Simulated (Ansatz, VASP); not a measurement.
# Cross-check of InF3 between VASP and Ansatz

One calculation is typed for both programs; each brings its own data sets and cutoff. How far apart do they land? The cell is taken from a series of runs on this material, whose earlier steps may have relaxed, scaled, displaced or heated it; both programs get it as it stands.

Method: plane waves, with VASP 6.6.1 beside it; single point at LDA, in Ansatz 0.2.0.

### Step 1. The starting structure

It takes space group R-3c (No. 167, trigonal). The conventional cell has a = 5.410 Å, b = 5.410 Å, c = 14.378 Å, α = 90.00°, β = 90.00°, γ = 120.00°. Nearest to In lie 6 F at 2.05 Å. Nearest to F lie 2 In at 2.05 Å. Farther neighbours and most contacts between anions are not listed.

### Step 2. VASP: single point, LDA

A single point gives forces, pressure and levels at one fixed geometry, so differences don't come from the geometry; what else differs is listed under the comparison.

Lines of VASP's logs that name or quote its potential files are left out, and so is its time.

Input file INCAR:

```
SYSTEM = InF3
PREC = Accurate
ENCUT = 780
EDIFF = 1E-06
NELM = 100
ISMEAR = 0
SIGMA = 0.01
LREAL = .FALSE.
ALGO = Normal
GGA = CA
NBANDS = 42
LORBIT = 11
LWAVE = .FALSE.
LCHARG = .FALSE.
KPAR = 2
ISIF = 2
```

Input file POSCAR:

```
InF3
1.0
    2.7051500000      1.5618190807      4.7925000000
   -2.7051500000      1.5618190807      4.7925000000
    0.0000000000     -3.1236381614      4.7925000000
In F
2 6
Direct
    0.0000000000      0.0000000000      0.0000000000
    0.5000000000      0.5000000000      0.5000000000
    0.8584000000      0.2500000000      0.6416000000
    0.2500000000      0.6416000000      0.8584000000
    0.6416000000      0.8584000000      0.2500000000
    0.1416000000      0.7500000000      0.3584000000
    0.7500000000      0.3584000000      0.1416000000
    0.3584000000      0.1416000000      0.7500000000
```

Input file KPOINTS:

```
Automatic mesh
0
Gamma
4 4 4
0 0 0
```

Potentials, in the order of the species: In_d_GW and F_GW (LDA family, release 64).

The run is started by

```
$ mpirun -np 2 vasp_std
```

Numbers of over 12 decimals in the logs are rounded to 6 here.

Output:

```text
[banner, memory and clock lines left out]
running    2 mpi-ranks, on    1 nodes
 distrk:  each k-point on    1 cores,    2 groups
 distr:  one band on    1 cores,    1 groups

 POSCAR found type information on POSCAR InF
 POSCAR found :  2 types and       8 ions
 LDA part: xc-table for (Slater(with rela. corr.)+CA(PZ))
 , standard interpolation
 POSCAR, INCAR and KPOINTS ok, starting setup
 FFT: planning ... GRIDC
 FFT: planning ... GRID_SOFT
 FFT: planning ... GRID
 WAVECAR not read
 entering main loop
       N       E                     dE             d eps       ncg     rms          rms(c)
DAV:   1     0.121454939865E+04    0.12145E+04   -0.35983E+04  1744   0.104E+04
DAV:   2     0.249216335923E+03   -0.96533E+03   -0.92237E+03  2144   0.190E+03
DAV:   3    -0.145177389134E+02   -0.26373E+03   -0.25865E+03  2164   0.652E+02
DAV:   4    -0.432977626380E+02   -0.28780E+02   -0.28419E+02  2162   0.229E+02
DAV:   5    -0.448122846583E+02   -0.15145E+01   -0.14984E+01  2184   0.467E+01    0.267E+01
DAV:   6    -0.405267033974E+02    0.42856E+01   -0.14093E+01  1992   0.196E+02    0.101E+01
DAV:   7    -0.405460192074E+02   -0.19316E-01   -0.25555E+00  1984   0.186E+01    0.145E+01
DAV:   8    -0.406244735840E+02   -0.78454E-01   -0.16463E-01  2176   0.568E+00    0.187E+01
DAV:   9    -0.404862463215E+02    0.13823E+00   -0.22105E-01  1816   0.132E+01    0.413E+00
DAV:  10    -0.404840301380E+02    0.22162E-02   -0.24695E-02  2168   0.202E+00    0.346E+00
DAV:  11    -0.404843629510E+02   -0.33281E-03   -0.66672E-04  2136   0.336E-01    0.233E+00
DAV:  12    -0.404826575036E+02    0.17054E-02   -0.40179E-03  1920   0.234E+00    0.482E-01
DAV:  13    -0.404826229586E+02    0.34545E-04   -0.51945E-04  2080   0.168E-01    0.174E-01
DAV:  14    -0.404825811986E+02    0.41760E-04   -0.17611E-04  1744   0.271E-01    0.395E-02
DAV:  15    -0.404825823616E+02   -0.11630E-05   -0.16960E-05  2048   0.441E-02    0.369E-02
DAV:  16    -0.404825823609E+02    0.65393E-09   -0.34784E-07   928   0.122E-02
   1 F= -.40482582E+02 E0= -.40482582E+02  d E =-.157194E-19
```

Parts of OUTCAR (step 2):

```text
ion  position               nearest neighbor table
   1  0.000  0.000  0.000-   4 2.05   7 2.05   6 2.05   3 2.05   5 2.05   8 2.05
   2  0.500  0.500  0.500-   3 2.05   6 2.05   4 2.05   7 2.05   5 2.05   8 2.05
   3  0.858  0.250  0.642-   2 2.05   1 2.05
   4  0.250  0.642  0.858-   1 2.05   2 2.05
   5  0.642  0.858  0.250-   1 2.05   2 2.05
   6  0.142  0.750  0.358-   2 2.05   1 2.05
   7  0.750  0.358  0.142-   1 2.05   2 2.05
   8  0.358  0.142  0.750-   1 2.05   2 2.05

  LATTYP: Found a trigonal (rhomboedric) cell.
 ALAT       =     5.7205918936
 COS(alpha) =     0.5527701667

 Subroutine GETGRP returns: Found 12 space group operations
 (whereof  6 operations were pure point group operations)

The static configuration has the point symmetry S_6 .
 The point group associated with its full space group is D_3d.

 Found     13 irreducible k-points:

   k-points           NKPTS =     13   k-points in BZ     NKDIM =     13   number of bands    NBANDS=     42

   dimension x,y,z NGX =    54 NGY =   54 NGZ =   54
   dimension x,y,z NGXF=   108 NGYF=  108 NGZF=  108

   ENCUT  =  780.0 eV  57.33 Ry    7.57 a.u.  13.03 13.03 13.03*2*pi/ulx,y,z

   NELECT =      68.0000    total number of electrons

 k-points in reciprocal lattice and weights: Automatic mesh
   0.00000000  0.00000000  0.00000000       0.016
   0.25000000 -0.00000000  0.00000000       0.094
   0.50000000 -0.00000000  0.00000000       0.047
   0.25000000  0.25000000  0.00000000       0.094
   0.50000000  0.25000000  0.00000000       0.188
  -0.25000000  0.25000000  0.00000000       0.094
   0.50000000  0.50000000  0.00000000       0.047
   0.25000000  0.25000000  0.25000000       0.031
   0.50000000  0.25000000  0.25000000       0.094
  -0.25000000  0.25000000  0.25000000       0.094
   0.50000000  0.50000000  0.25000000       0.094
  -0.25000000  0.50000000  0.25000000       0.094
   0.50000000  0.50000000  0.50000000       0.016

 average (electrostatic) potential at core
       1 -76.7271       2 -76.7271       3-112.7976       4-112.7976       5-112.7976
       6-112.7976       7-112.7976       8-112.7976

 E-fermi :  -2.1835

 k-point     1 :       0.0000    0.0000    0.0000
  band No.  band energies     occupation
    ...
     30      -2.6282      2.00000
     31      -2.3217      2.00000
     32      -2.3217      2.00000
     33      -2.2861      2.00000
     34      -2.2861      2.00000
     35       2.0076      0.00000
     36       7.9676      0.00000
     37       8.5151      0.00000
     38       9.1870      0.00000
     39       9.1870      0.00000
    ...

 k-point     2 :       0.2500   -0.0000    0.0000
  band No.  band energies     occupation
    ...
     30      -2.6369      2.00000
     31      -2.5287      2.00000
     32      -2.4909      2.00000
     33      -2.3820      2.00000
     34      -2.3453      2.00000
     35       2.8529      0.00000
     36       6.6438      0.00000
     37       8.5872      0.00000
     38       9.0603      0.00000
     39       9.4787      0.00000
    ...

 k-point     3 :       0.5000   -0.0000    0.0000
  band No.  band energies     occupation
    ...
     30      -2.6923      2.00000
     31      -2.5270      2.00000
     32      -2.5270      2.00000
     33      -2.4521      2.00000
     34      -2.4521      2.00000
     35       4.6637      0.00000
     36       4.6637      0.00000
     37       8.8067      0.00000
     38       8.8068      0.00000
     39       9.9545      0.00000
    ...

  Total       -0.4800042     -0.4800042     -0.7659152     -0.0000000      0.0000000      0.0000000
  in kB       -6.3302397     -6.3302397    -10.1008012     -0.0000000      0.0000000      0.0000000
  external PRESSURE =      -7.5870935 kB  Pullay stress =       0.0000000 kB

  energy-cutoff  :      780.00
  volume of cell :      121.49
      direct lattice vectors                 reciprocal lattice vectors
     2.705150000  1.561819081  4.792500000     0.184832634  0.106713171  0.069553121
    -2.705150000  1.561819081  4.792500000    -0.184832634  0.106713171  0.069553121
     0.000000000 -3.123638161  4.792500000     0.000000000 -0.213426342  0.069553121

 POSITION                                       TOTAL-FORCE (eV/Angst)
 -----------------------------------------------------------------------------------
      0.00000      0.00000      0.00000        -0.000000      0.000000     -0.000000
      0.00000      0.00000      7.18875        -0.000000      0.000000     -0.000000
      1.64581     -0.27301      8.38687         0.029238      0.050642     -0.000000
     -1.05934     -1.28881      8.38687         0.029238     -0.050642     -0.000000
     -0.58648      1.56182      8.38687        -0.058476     -0.000000     -0.000000
     -1.64581      0.27301      5.99063        -0.029238     -0.050642     -0.000000
      1.05934      1.28881      5.99063        -0.029238      0.050642     -0.000000
      0.58648     -1.56182      5.99063         0.058476     -0.000000      0.000000
 -----------------------------------------------------------------------------------
    total drift:                                0.000000     -0.000000      0.000000

  FREE ENERGIE OF THE ION-ELECTRON SYSTEM (eV)
  ---------------------------------------------------
  free  energy   TOTEN  =       -40.4825823609 eV

  energy  without entropy=      -40.4825823609  energy(sigma->0) =      -40.48258236

 total charge
# of ion       s       p       d       f       tot
--------------------------------------------------
    1        0.481   0.537  10.194   0.127  11.339
    2        0.481   0.537  10.194   0.127  11.339
    3        1.655   4.138   0.000   0.000   5.793
    4        1.655   4.138   0.000   0.000   5.793
    5        1.655   4.138   0.000   0.000   5.793
    6        1.655   4.138   0.000   0.000   5.793
    7        1.655   4.138   0.000   0.000   5.793
    8        1.655   4.138   0.000   0.000   5.793
--------------------------------------------------
tot         10.893  25.903  20.387   0.254  57.437

[... 3 further parts left out ...]
```

The gap is read on the k-mesh alone, so it is an upper bound where the band edges lie off the mesh.

### Step 3. Ansatz: single point, LDA

Ansatz runs on its default PAW (the set named soft_2) files.

The same cell, functional (in two slightly different forms), mesh and smearing now go to Ansatz, which takes its cutoff from its data sets.

Input file input.yaml:

```yaml
crystal:
  lattice:
    - [2.70515, 1.5618190807, 4.7925]
    - [-2.70515, 1.5618190807, 4.7925]
    - [0.0, -3.1236381614, 4.7925]
  atoms:
    - { symbol: In, position: [0.0, 0.0, 0.0] }
    - { symbol: In, position: [0.5, 0.5, 0.5] }
    - { symbol: F, position: [0.8584, 0.25, 0.6416] }
    - { symbol: F, position: [0.25, 0.6416, 0.8584] }
    - { symbol: F, position: [0.6416, 0.8584, 0.25] }
    - { symbol: F, position: [0.1416, 0.75, 0.3584] }
    - { symbol: F, position: [0.75, 0.3584, 0.1416] }
    - { symbol: F, position: [0.3584, 0.1416, 0.75] }
hamiltonian:
  xc: lda
  pseudopotentials: { kind: paw }
kpoints:
  mp_grid: { grid: [4, 4, 4] }
scf:
  occupations: { method: gaussian, width: 0.01 }
  n_extra_bands: 6
output:
  forces: true
  stress: true
  eigenvalues: true
```

The run is started by

```
$ ansatz run input.yaml --threads 4 --pin off --max-ram 9216MiB --backend cpu --events-out ev --progress --plain --runs-dir out
```

Output:

```text
scf.n_extra_bands = 6 over 34 filled bands (N_el = 68.0): the run solves 40 bands
Engine: ansatz 0.2.0, x86_64-unknown-linux-gnu
Pseudopotentials: kind: paw
Pseudopotential: In, paw, valence charge 13, recommended cutoff 420 eV (normal), In.paw.azcp
Pseudopotential: F, paw, valence charge 7, recommended cutoff 420 eV (normal), F.paw.azcp
Functional definition: SPW92
  exchange = slater_x
  correlation = pw_c
Crystal: 8 atoms, lattice volume = 121.489 Å³
Basis set: ecut = 420 eV, 2351 PW (Γ)
Bands: 40, of which v1, the nominal top of the filled ones, is band 34 counted from 1 (33 counted from 0)
Symmetry: 12 space group operations
Space group: R-3c (ITA 167), of the structure as read, at distance tolerance 5.0e-5 Å
k-points: 13 of 64
Non-local potential: In, projectors of the file, l = 0: 2, l = 1: 2, l = 2: 2, l = 3: 2
Non-local potential: F, projectors of the file, l = 0: 2, l = 1: 2, l = 2: 1
PAW form: soft (Blöchl's): semilocal exchange-correlation on the pseudo side does not see the compensation charge
PAW frozen core: In, regenerated for the run's functional, and the local potential with it (the file was generated under x = pbe(κ = 0.804, μ = 0.219515), c = pbe(β = 0.066725))
PAW frozen core: F, regenerated for the run's functional, and the local potential with it (the file was generated under x = pbe(κ = 0.804, μ = 0.219515), c = pbe(β = 0.066725))
PAW one-centre angular grid: In, 590 points (default); XC on 64 Gauss nodes
PAW one-centre angular grid: F, 110 points (default); XC on 64 Gauss nodes
Initial density: superposition of atomic densities (neutral atoms: chi_scale 0, normalization atom), corrected by the library's trained network
Initial wavefunctions: pseudopotential atomic-orbital guess
Functional: x = slater, c = lda
SCF iter   1: F=—  HF=-15679.953223 eV  |F-HF|=—  |Δ(HF+E_count)|=         —  Δρ=1.94e-2  dr2=3.16e-1  ethr=1.77e-3  ⟨swp⟩=6.3  Hψ=2060  notcnv=0
preconditioner: auto → Resta (q_TF=auto, 2.477 Å⁻¹)  ε∞=3.7  [insulator: Δε(μ)=4.021 eV  Ē_g=17.049 eV  σ=0.010 eV  W_gap=1.00  n_scr=26 (ndim 8)  ℏωp=27.8 eV  f_vac=0.235  D(μ)=0.00/eV (n_scr^D=0)  ε∞_Penn≈3.7]
SCF iter   2: F=—  HF=-15679.859394 eV  |F-HF|=—  |Δ(HF+E_count)|=   9.38e-2  Δρ=4.80e-3  dr2=1.04e-2  ethr=4.64e-4  ⟨swp⟩=2.1  Hψ=888  notcnv=0  defer=18
SCF iter   3: F=—  HF=-15679.856226 eV  |F-HF|=—  |Δ(HF+E_count)|=   3.17e-3  Δρ=1.81e-3  dr2=2.38e-3  ethr=1.53e-5  ⟨swp⟩=2.0  Hψ=926  notcnv=0  defer=18
SCF iter   4: F=—  HF=-15679.855589 eV  |F-HF|=—  |Δ(HF+E_count)|=   6.37e-4  Δρ=5.88e-4  dr2=2.91e-4  ethr=3.50e-6  ⟨swp⟩=2.0  Hψ=528  notcnv=0  defer=18
SCF iter   5: F=—  HF=-15679.855543 eV  |F-HF|=—  |Δ(HF+E_count)|=   4.58e-5  Δρ=8.04e-5  dr2=8.55e-6  ethr=4.27e-7  ⟨swp⟩=2.5  Hψ=743  notcnv=0  defer=18
SCF iter   6: F=—  HF=-15679.855556 eV  |F-HF|=—  |Δ(HF+E_count)|=   1.23e-5  Δρ=1.37e-5  dr2=3.82e-7  ethr=1.26e-8  ⟨swp⟩=2.5  Hψ=691  notcnv=0  defer=18
SCF iter   7: F=-15679.855556 eV  HF=-15679.855556 eV  |F-HF|=8.11e-9  |Δ(HF+E_count)|=   1.22e-7  Δρ=3.02e-6  dr2=1.37e-8  ethr=1.47e-10  ⟨swp⟩=9.5  Hψ=2158  notcnv=0
SCF 1 converged in 7 iterations: F = -15679.855556 eV  dr2 = 1.37e-8
  greatest PAW one-centre occupation: 0.994 electrons in one spin orbital (limit 2), on the In atom at site 1 (counted from 0), in its partial waves of l = 2
SCF converged after 7 iterations
Free energy (F): -15679.855556 eV
Harris-Foulkes:  -15679.855556 eV  (|F-HF|=8.11e-9)
Internal energy: -15679.855556 eV  (E = F + TS)
E sigma→0 (E₀):  -15679.855556 eV
Fermi energy:    2.743695 eV
--- Per-component energies (eV) ---
  E_band       = -445.854801
  E_kinetic    = 1722.367617
  E_local      = -6773.088037  (includes V_loc(G=0)·N_el)
  E_nonlocal   = 1207.399174
  E_hartree    = 2615.361070
  E_xc         = -886.133125
  E_vxc        = -797.615746  (∫ρ·V_xc dr)
  E_paw        = -9173.982486  (= ΣΔE_a)
  E_vpaw       = -1035.658199  (= ΣTr[D̂ρ^β])
  E_aug_tail   = 0.012333  (compensation charges beyond the density's cutoff)
  E_ewald      = -4393.040685
  E_core_change = 1.248583  (= ΣΔE_core)
  E_smearing   = -0.000000  (= −TS)
  E_closure    = -0.000000  (closes the sum)
  Σ components = -15679.855556   (vs F -15679.855556, Δ=0.00e0)
--- Forces (eV/Å), atoms counted from 1 ---
  atom   1  In     0.00000000     0.00000000    -0.00000000
  atom   2  In    -0.00000000    -0.00000000     0.00000000
  atom   3  F      0.03001122     0.05198096     0.00000000
  atom   4  F      0.03001122    -0.05198096     0.00000000
  atom   5  F     -0.06002244    -0.00000000    -0.00000000
  atom   6  F     -0.03001122    -0.05198096    -0.00000000
  atom   7  F     -0.03001122     0.05198096    -0.00000000
  atom   8  F      0.06002244     0.00000000     0.00000000
  max |Σ_I F_I| component: 2.75e-18 eV/Å
--- Stress (GPa, compression-positive) ---
       -0.196236      -0.000000      -0.000000
       -0.000000      -0.196236       0.000000
       -0.000000      -0.000000      -0.587104
  P = ⅓ Tr σ = -0.3265 GPa (-3.265 kbar)
--- Band table (eV; the first three rows and the last of 13) ---
  k-point 0: bands = [... 30 lower, 0.5389, 0.5389, 0.5859, 0.5859, 4.8649, 10.8040, 11.3992, 12.0692, ... 2 higher]
  k-point 1: bands = [... 30 lower, 0.3412, 0.3778, 0.4794, 0.5149, 5.7087, 9.4933, 11.4583, 11.9417, ... 2 higher]
  k-point 2: bands = [... 30 lower, 0.3342, 0.3342, 0.4101, 0.4101, 7.5169, 7.5169, 11.6766, 11.6766, ... 2 higher]
  k-point 12: bands = [... 30 lower, 0.3786, 0.3786, 0.3786, 0.3786, 7.4361, 7.4361, 12.1688, 12.1688, ... 2 higher]
```

In the SCF lines HF is the Harris–Foulkes energy and dr2 the Hartree energy of the density residual, in eV; the loop may stop once dr2 is under the threshold and the program's other checks hold. Hψ counts applications of the Hamiltonian.

The run ends at a pressure of -0.33 GPa, with forces up to 0.060 eV/Å.

### Step 4. Comparison

Known differences besides the potentials themselves: the two LDA forms differ slightly; the cutoff is 420 eV in Ansatz and 780 eV in VASP; VASP's log shows a relativistic correction to its local exchange, Ansatz's none. Total energies have different zeros and are not compared.

Compared:

```tsv
quantity	Ansatz	VASP	difference
pressure (GPa)	-0.33	-0.76	+0.43
pressure without Ansatz's Pulay correction (GPa)	-1.20	-0.76	-0.44
gap on the k mesh (eV)	4.242	4.252	-0.010
```

Forces (eV/Å; atoms numbered as in POSCAR):

```tsv
atom	Ansatz x, y, z	VASP x, y, z
In1	0.000, 0.000, 0.000	0.000, 0.000, 0.000
In2	0.000, 0.000, 0.000	0.000, 0.000, 0.000
F3	0.030, 0.052, 0.000	0.029, 0.051, 0.000
F4	0.030, -0.052, 0.000	0.029, -0.051, 0.000
F5	-0.060, 0.000, 0.000	-0.058, 0.000, 0.000
F6	-0.030, -0.052, 0.000	-0.029, -0.051, 0.000
F7	-0.030, 0.052, 0.000	-0.029, 0.051, 0.000
F8	0.060, 0.000, 0.000	0.058, 0.000, 0.000
```

The forces differ by 0.8 meV/Å r.m.s., which is 2.6 % of the r.m.s. force of 0.03 eV/Å (both taken over all components). A gap on the mesh is an upper bound, since the band edges may lie between its points. Ansatz's pressure holds a Pulay correction of 0.88 GPa; VASP's holds none.

### Step 5. Further runs

Further runs change the set-up of one program: Ansatz's method, potentials or start, or VASP's data sets, cutoff or form of LDA. The table gives Ansatz less VASP for each quantity, since a change that brings one quantity closer may part another.

```tsv
run	r.m.s. force difference (meV/Å)	pressure (GPa)	gap on the k mesh (eV)	pressure without Ansatz's Pulay correction (GPa)
as above	0.77	0.43	-0.0098	-0.44
VASP with the data sets In_d and F_h and a cutoff of 1240 eV	19	-0.18	-0.0099	-1.1
```

### Step 6. Summary of results

```json
{
  "difference in gap on the k mesh (single point, LDA)": "-0.0098 eV"
}
```

What this shows: The difference in gap on the k mesh is -0.0098 eV (single point, LDA), within the 0.08 eV picked in this series as the mark of a large difference. Single point, LDA, VASP with the data sets In_d and F_h and a cutoff of 1240 eV: r.m.s. force difference goes from 0.77 to 19 meV/Å; the difference in pressure goes from 0.43 to -0.18 GPa; the difference in pressure without Ansatz's Pulay correction goes from -0.44 to -1.1 GPa. Such differences can come from data sets, numerical settings and the points named under the comparisons, not from the functional's error against experiment.

[Lines on the potential files, build, host, timing and source positions are cut from VASP's logs without a mark.]

[Logs are printed without paths, hosts, clocks, repeated set-up lines and the standing remarks that a program may print on its own settings, such as how far it seeks lower states.]

[Hosts, paths, dates, database ids (printed as entryN), source tags and the programs' standing remarks are cut or masked in the printed files.]
